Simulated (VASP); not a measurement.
Set up this calculation in VASP 6.6.1, as the native input.

```yaml
Task: single point
Functional: PBE
Potentials_or_basis: VASP PAW PBE potentials, release 64 (Sm, As, Co, O)
Cutoff: 520 eV
k_mesh: 7 × 7 × 4
Occupations: fermi-dirac, width 0.05 eV
Spin: collinear spin, ferromagnetic start
Starting_moments: "[5.0, 5.0, 0.0, 0.0, 2.0, 2.0, 0.0, 0.0] μB"
Further_INCAR_settings: ALGO = Normal; EDIFF = 1e-07; NBANDS = 50
```

The structure of SmCoAsO lies in POSCAR:

```
SmCoAsO
1.0
    4.0178960000      0.0000000000      0.0000000000
    0.0000000000      4.0178960000      0.0000000000
    0.0000000000      0.0000000000      7.9859170000
Sm As Co O
2 2 2 2
Direct
    0.5000000000      0.0000000000      0.1428530000
    0.0000000000      0.5000000000      0.8571470000
    0.5000000000      0.0000000000      0.6398150000
    0.0000000000      0.5000000000      0.3601850000
    0.5000000000      0.5000000000      0.5000000000
    0.0000000000      0.0000000000      0.5000000000
    0.5000000000      0.5000000000      0.0000000000
    0.0000000000      0.0000000000      0.0000000000
```

The cell is a database's computed one.

One way to write it, as run:

INCAR

```
SYSTEM = SmCoAsO
PREC = Accurate
ENCUT = 520
EDIFF = 1E-7
ISMEAR = -1
SIGMA = 0.05
LREAL = .False.
LASPH = .True.
NELM = 150
ALGO = Normal
ISIF = 2
LWAVE = .False.
LCHARG = .False.
ISPIN = 2
MAGMOM = 5 5 0 0 2 2 0 0
LORBIT = 11
LMAXMIX = 6
GGA = PE
NBANDS = 50
```

KPOINTS

```
Automatic mesh
0
Gamma
  7 7 4
  0 0 0
```

Potentials or basis: VASP PAW PBE potentials, release 64 (Sm, As, Co, O).

Run with:

```console
$ cat potpaw_PBE.64/Sm/POTCAR potpaw_PBE.64/As/POTCAR potpaw_PBE.64/Co/POTCAR potpaw_PBE.64/O/POTCAR > POTCAR
$ mpirun -np 1 vasp_std > vasp.out
```

It gave:

```json
{
  "Pressure": "1.9 GPa",
  "Largest force": "0.635 eV/Å",
  "Band gap on the k mesh": "none (metal or under the smearing width)",
  "Net moment": "9.75 μB per cell",
  "Site moments": "Sm +5.14; As -0.01; Co -0.43; O -0.10 μB",
  "Valence electrons inside the program's atomic spheres": "Sm 13.57; As 2.86; Co 8.39; O 5.02"
}
```

Caveat: the magnetic or orbital state may not be the lowest; spin-orbit coupling is left out, which moves the levels of the heavy elements; without U or exact exchange the open f shell lies at the Fermi level, which spoils levels, moments and volumes.

Run time: 54 min on 1 thread of Intel(R) Xeon(R) Platinum 8488C (Sapphire Rapids), with other jobs on the host, peak memory 0.51 GiB.
